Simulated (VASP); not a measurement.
An input for Quantum ESPRESSO's pw.x (written as the equivalent of a VASP run, and not itself run):

```
&CONTROL
  calculation = 'vc-relax'
  pseudo_dir = './pseudo'
  outdir = './out'
  tprnfor = .true.
  tstress = .true.
  nstep = 60
  forc_conv_thr = 0.00039
/
&SYSTEM
  ibrav = 0
  nat = 3
  ntyp = 2
  ecutwfc = 84
  occupations = 'smearing'
  smearing = 'gaussian'
  degauss = 0.003675
  input_dft = 'pbe'
/
&ELECTRONS
  conv_thr = 7.3e-08
  electron_maxstep = 100
/
&IONS
/
&CELL
/
ATOMIC_SPECIES
  Mg 24.305 Mg.upf
  Sn 118.710 Sn.upf
CELL_PARAMETERS angstrom
     0.0000000    3.3800000    3.3800000
     3.3800000    0.0000000    3.3800000
     3.3800000    3.3800000    0.0000000
ATOMIC_POSITIONS crystal
  Mg   0.2500000  0.2500000  0.2500000
  Mg   0.7500000  0.7500000  0.7500000
  Sn   0.0000000  0.0000000  0.0000000
K_POINTS automatic
  6 6 6 0 0 0
```

Q: Translate this input to VASP (INCAR, KPOINTS, POSCAR, choice of POTCAR).

A: This is not unique; one that fits is 
### POSCAR
```
Mg2Sn
1
    0.0000000000     3.3800000000     3.3800000000
    3.3800000000     0.0000000000     3.3800000000
    3.3800000000     3.3800000000     0.0000000000
Mg Sn
2 1
Direct
  0.2500000000   0.2500000000   0.2500000000
  0.7500000000   0.7500000000   0.7500000000
  0.0000000000   0.0000000000   0.0000000000
```

**KPOINTS**
```
Automatic mesh
0
Gamma
6 6 6
0 0 0
```

### INCAR
```
SYSTEM = Mg2Sn
PREC = Accurate
ENCUT = 520
EDIFF = 1E-6
NELM = 100
ALGO = Normal
LREAL = .FALSE.
LASPH = .TRUE.
ISMEAR = 0
SIGMA = 0.05
GGA = PE
LMAXMIX = 4
LWAVE = .FALSE.
LCHARG = .FALSE.
IBRION = 2
ISIF = 3
NSW = 60
EDIFFG = -0.01
```

POTCAR, in this order: Mg Sn_d (PBE.64 set). Program: vasp_std.

The two are equivalent in intent, not identical: the potentials are each code's own (VASP's PAW set, PseudoDojo norm-conserving files in pw.x), so ENCUT and ecutwfc are chosen apart and not converted; conv_thr bounds pw.x's estimated SCF error, while EDIFF bounds the energy change between steps; forc_conv_thr acts on force components and is met together with etot_conv_thr.

The compound is Mg2Sn in the antifluorite structure. This run relaxes it. Symmetry was kept, so distortions that lower it aren't found.
